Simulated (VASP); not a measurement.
EuS (rock salt): the bulk modulus from VASP (plane waves, PAW) at several levels of theory. Static lattice, third-order Birch-Murnaghan fit over five volumes. The 4f electrons are frozen in the core of the lanthanide potential, so 4f levels, which can set the real gap, and their magnetism are missing. The measured value holds thermal and zero-point effects that the static calculation lacks.

| level | bulk modulus (GPa) | error against measurement |
|---|---|---|
| PBE | 57.7 | -6.2 % |
| PBEsol | 64.8 | +5.3 % |
| RPBE | 51.2 | -16.8 % |
| AM05 | 61.5 | -0.0 % |
| PBE-D3(BJ) | 62.9 | +2.2 % |
| PBE-D4 | 62.0 | +0.8 % |
| optB88-vdW | 62.3 | +1.3 % |
| rev-vdW-DF2 | 62.7 | +1.9 % |

Measured: 61.5 GPa (as given by Sci. Rep., doi 10.1038/s41598-022-05321-9).

The cell of the PBE run:

```
EuS
1.0
    0.00000     2.93841     2.93841
    2.93841     0.00000     2.93841
    2.93841     2.93841     0.00000
Eu S
1 1
Direct
  0.00000   0.00000   0.00000
  0.50000   0.50000   0.50000
```

Only levels that ran to the end are used. Left out are those held back, those with too coarse a band path, GW runs whose mesh misses a band edge, hybrids' fits of cells that aren't cubic and levels without matching references; a question may draw on a part of the rest.

The compound is EuS in the rock salt structure.
